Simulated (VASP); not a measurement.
Computed with PBE GGA, VASP's PBE PAW potentials (set 64) (plane waves; VASP).

VASP ran on this input.

**INCAR**
```
EDIFFG  =  -0.02   # ionic stop
ENCUT  =  620   # plane-wave cut-off (eV)
SIGMA  =  0.05   # width (eV)
ISMEAR  =  0
PSTRESS  =  50   # kbar
LORBIT  =  10
IBRION  =  2
GGA  =  PE   # PBE
SYSTEM  =  MnF2
MAGMOM  =  4.5 -4.5 -0.0 0.0 0.0 -0.0
LASPH  =  .TRUE.   # aspherical one-centre terms
LCHARG  =  .FALSE.
LWAVE  =  .FALSE.
NSW  =  40   # most ionic steps
LREAL  =  .FALSE.
ISPIN  =  2   # spin-polarised
PREC  =  Accurate
NELM  =  100
ALGO  =  Normal
LMAXMIX  =  4   # l cut-off of mixed one-centre charges
ISIF  =  3
EDIFF  =  1E-6
```

POSCAR:
```
MnF2
1.0
  4.8303012453   0.0000000000   0.0000000000
  0.0000000000   4.8303012453   0.0000000000
  0.0000000000   0.0000000000   3.2827836577
Mn F
2 4
direct
  0.0000000000   0.0000000000   0.0000000000
  0.5000000000   0.5000000000   0.5000000000
  0.3024577034   0.3024577034   0.0000000000
  0.8024577034   0.1975422966   0.5000000000
  0.1975422966   0.8024577034   0.5000000000
  0.6975422966   0.6975422966   0.0000000000
```

### KPOINTS
```
Automatic mesh
0
Gamma
5 5 7
0 0 0
```

POTCAR, in this order: Mn_pv F (PBE.64 set). Program: vasp_std.

The resulting files:

File OSZICAR:
```
       N       E                     dE             d eps       ncg     rms          rms(c)
DAV:   1     0.765450001930E+03    0.76545E+03   -0.34654E+04  3112   0.217E+03
DAV:   2     0.383762631996E+02   -0.72707E+03   -0.70074E+03  3432   0.589E+02
DAV:   3    -0.406219361500E+02   -0.78998E+02   -0.78191E+02  3440   0.199E+02
DAV:   4    -0.429055163349E+02   -0.22836E+01   -0.22668E+01  3720   0.331E+01
DAV:   5    -0.429405857307E+02   -0.35069E-01   -0.35065E-01  3232   0.479E+00    0.215E+01
DAV:   6    -0.392157264622E+02    0.37249E+01   -0.25148E+01  3688   0.371E+01    0.155E+01
DAV:   7    -0.393555083611E+02   -0.13978E+00   -0.18198E+00  3272   0.105E+01    0.105E+01
DAV:   8    -0.391538544777E+02    0.20165E+00   -0.48157E-01  3248   0.648E+00    0.330E+00
DAV:   9    -0.393716548651E+02   -0.21780E+00   -0.11241E-01  3720   0.369E+00    0.906E-01
DAV:  10    -0.393752167739E+02   -0.35619E-02   -0.20038E-02  3208   0.943E-01    0.163E-01
DAV:  11    -0.393755054872E+02   -0.28871E-03   -0.66617E-04  3648   0.235E-01    0.629E-02
DAV:  12    -0.393757146698E+02   -0.20918E-03   -0.13015E-04  3440   0.881E-02    0.501E-02
DAV:  13    -0.393757453107E+02   -0.30641E-04   -0.29490E-05  3376   0.411E-02    0.105E-02
DAV:  14    -0.393757513280E+02   -0.60173E-05   -0.82211E-06  3056   0.227E-02    0.374E-03
DAV:  15    -0.393757516250E+02   -0.29700E-06   -0.53686E-07  1952   0.587E-03
   1 F= -.36985464E+02 E0= -.36985464E+02  d E =-.369855E+02  mag=     0.0000
```

### OUTCAR
```
------------------------ aborting loop because EDIFF is reached ----------------------------------------
  FORCE on cell =-STRESS in cart. coord.  units (eV):
  Direction    XX          YY          ZZ          XY          YZ          ZX
  --------------------------------------------------------------------------------------
  Total        2.4155252      2.4155252      2.4662238      0.0000000      0.0000000      0.0000000
  in kB       50.5279252     50.5279252     51.5884362      0.0000000      0.0000000      0.0000000
  external PRESSURE =       0.8814289 kB  Pullay stress =      50.0000000 kB
  volume of cell :       76.59
      direct lattice vectors                 reciprocal lattice vectors
     4.830301245  0.000000000  0.000000000     0.207026425  0.000000000  0.000000000
     0.000000000  4.830301245  0.000000000     0.000000000  0.207026425  0.000000000
     0.000000000  0.000000000  3.282783658     0.000000000  0.000000000  0.304619525
 POSITION                                       TOTAL-FORCE (eV/Angst)
 -----------------------------------------------------------------------------------
      0.00000      0.00000      0.00000         0.000000      0.000000      0.000000
      2.41515      2.41515      1.64139         0.000000      0.000000      0.000000
      1.46096      1.46096      0.00000         0.008243      0.008243      0.000000
      3.87611      0.95419      1.64139         0.008243     -0.008243     -0.000000
      0.95419      3.87611      1.64139        -0.008243      0.008243      0.000000
      3.36934      3.36934      0.00000        -0.008243     -0.008243     -0.000000
 -----------------------------------------------------------------------------------
    total drift:                                0.000000      0.000000     -0.000000
  FREE ENERGIE OF THE ION-ELECTRON SYSTEM (eV)
  ---------------------------------------------------
  free  energy   TOTEN  =       -39.3757516250 eV

  energy  without entropy=      -39.3757516250  energy(sigma->0) =      -39.37575163
  enthalpy is  TOTEN    =       -36.9854642475 eV   P V=        2.3902873775

 total charge

# of ion       s       p       d       tot
------------------------------------------
    1        0.167   6.153   4.973  11.293
    2        0.167   6.153   4.973  11.293
    3        1.731   4.373   0.000   6.104
    4        1.731   4.373   0.000   6.104
    5        1.731   4.373   0.000   6.104
    6        1.731   4.373   0.000   6.104
--------------------------------------------------
tot          7.258  29.795   9.946  46.999

 magnetization (x)

# of ion       s       p       d       tot
------------------------------------------
    1        0.017   0.016   4.491   4.525
    2       -0.017  -0.016  -4.491  -4.525
    3       -0.003  -0.024   0.000  -0.027
    4        0.003   0.024   0.000   0.027
    5        0.003   0.024   0.000   0.027
    6       -0.003  -0.024   0.000  -0.027
--------------------------------------------------
tot          0.000   0.000   0.000   0.000

 reached required accuracy - stopping structural energy minimisation
```
(Selected blocks of OUTCAR.)

The compound is MnF2 in the rutile structure. It was relaxed first under an external pressure of 5 GPa.
